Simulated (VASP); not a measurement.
Computed with PBE GGA, VASP's PBE PAW potentials (set 64) (plane waves; VASP 6.6.1).

A VASP calculation is set up with these files.

**INCAR**
```
SYSTEM = KBr
PREC = Accurate
ENCUT = 400
EDIFF = 1E-7
NELM = 100
ALGO = Normal
LREAL = .FALSE.
LASPH = .TRUE.
ISMEAR = -5
GGA = PE
LMAXMIX = 4
LWAVE = .FALSE.
LCHARG = .TRUE.
LORBIT = 11
NEDOS = 601
ISIF = 2
```

POSCAR:
```
KBr
4.7385190
  0.0000000000   0.7071068460   0.7071068460
  0.7071068460   0.0000000000   0.7071068460
  0.7071068460   0.7071068460   0.0000000000
K Br
1 1
Cartesian
  0.0000000000   0.0000000000   0.0000000000
  0.7071068460   0.7071068460   0.7071068460
```

### KPOINTS
```
K-points
0
Gamma
 8 8 8
```

POTCAR, in this order: K_sv Br (PBE.64 set). Program: vasp_std.

The resulting files:

OSZICAR:
```
       N       E                     dE             d eps       ncg     rms          rms(c)
DAV:   1     0.893563344435E+02    0.89356E+02   -0.61037E+03   696   0.950E+02
DAV:   2    -0.988899021026E+00   -0.90345E+02   -0.85159E+02   940   0.235E+02
DAV:   3    -0.621324247314E+01   -0.52243E+01   -0.52013E+01   888   0.542E+01
DAV:   4    -0.640590992305E+01   -0.19267E+00   -0.19252E+00  1176   0.902E+00
DAV:   5    -0.640720792346E+01   -0.12980E-02   -0.12980E-02   908   0.777E-01    0.291E+00
DAV:   6    -0.622519105637E+01    0.18202E+00   -0.29668E-01   840   0.278E+00    0.212E+00
DAV:   7    -0.621215999330E+01    0.13031E-01   -0.13963E-01   872   0.213E+00    0.101E+00
DAV:   8    -0.622206237891E+01   -0.99024E-02   -0.16077E-02   900   0.102E+00    0.127E-01
DAV:   9    -0.622273718172E+01   -0.67480E-03   -0.80143E-04   900   0.190E-01    0.834E-02
DAV:  10    -0.622320899651E+01   -0.47181E-03   -0.55202E-04   788   0.166E-01    0.163E-02
DAV:  11    -0.622321450802E+01   -0.55115E-05   -0.19973E-05   980   0.274E-02    0.470E-03
DAV:  12    -0.622321798042E+01   -0.34724E-05   -0.34458E-06   820   0.152E-02    0.461E-03
DAV:  13    -0.622321805516E+01   -0.74738E-07   -0.53347E-07   916   0.409E-03
   1 F= -.62232181E+01 E0= -.62232181E+01  d E =0.000000E+00
```

OUTCAR:
```
------------------------ aborting loop because EDIFF is reached ----------------------------------------
  FORCE on cell =-STRESS in cart. coord.  units (eV):
  Direction    XX          YY          ZZ          XY          YZ          ZX
  --------------------------------------------------------------------------------------
  Total        0.0174681      0.0174681      0.0174681      0.0000000      0.0000000     -0.0000000
  in kB        0.3719994      0.3719994      0.3719994      0.0000000      0.0000000     -0.0000000
  external PRESSURE =       0.3719994 kB  Pullay stress =       0.0000000 kB
  volume of cell :       75.23
      direct lattice vectors                 reciprocal lattice vectors
     0.000000000  3.350639225  3.350639225    -0.149225257  0.149225257  0.149225257
     3.350639225  0.000000000  3.350639225     0.149225257 -0.149225257  0.149225257
     3.350639225  3.350639225  0.000000000     0.149225257  0.149225257 -0.149225257
  FREE ENERGIE OF THE ION-ELECTRON SYSTEM (eV)
  ---------------------------------------------------
  free  energy   TOTEN  =        -6.2232180552 eV

  energy  without entropy=       -6.2232180552  energy(sigma->0) =       -6.22321806

 total charge

# of ion       s       p       d       tot
------------------------------------------
    1        1.956   5.576   0.022   7.554
    2        1.599   3.296   0.001   4.896
--------------------------------------------------
tot          3.555   8.872   0.022  12.450
```
(Selected blocks of OUTCAR.)

### OUTCAR
```
 val. band max:       -1.9151705424   @ k =   0.0000   0.0000   0.0000

 cond. band min:       2.3986116654   @ k =   0.0000   0.0000   0.0000


 Fermi energy:        -1.8858889036

 k-point     1 :       0.0000    0.0000    0.0000
  band No.  band energies     occupation
      1     -29.7971      2.00000
      2     -14.1550      2.00000
      3     -13.2703      2.00000
      4     -13.2703      2.00000
      5     -13.2703      2.00000
      6      -1.9152      2.00000
      7      -1.9152      2.00000
      8      -1.9152      2.00000
      9       2.3986      0.00000
     10       5.6754      0.00000
     11       5.6754      0.00000
     12       5.6754      0.00000

 k-point     2 :       0.1250    0.0000    0.0000
  band No.  band energies     occupation
      1     -29.7965      2.00000
      2     -14.1845      2.00000
      3     -13.2710      2.00000
      4     -13.2710      2.00000
      5     -13.2320      2.00000
      6      -2.1210      2.00000
      7      -1.9617      2.00000
      8      -1.9617      2.00000
      9       2.7725      0.00000
     10       5.5697      0.00000
     11       5.8524      0.00000
     12       5.8524      0.00000

 k-point     3 :       0.2500    0.0000    0.0000
  band No.  band energies     occupation
      1     -29.7950      2.00000
      2     -14.2475      2.00000
      3     -13.2728      2.00000
      4     -13.2728      2.00000
      5     -13.1476      2.00000
      6      -2.5356      2.00000
      7      -2.0695      2.00000
      8      -2.0695      2.00000
      9       3.6123      0.00000
     10       5.5220      0.00000
     11       6.3466      0.00000
     12       6.3466      0.00000

 k-point     4 :       0.3750    0.0000    0.0000
  band No.  band energies     occupation
      1     -29.7935      2.00000
      2     -14.3021      2.00000
      3     -13.2745      2.00000
      4     -13.2745      2.00000
      5     -13.0711      2.00000
      6      -2.8785      2.00000
...
```

The compound is KBr in the rock salt structure. It was relaxed first.
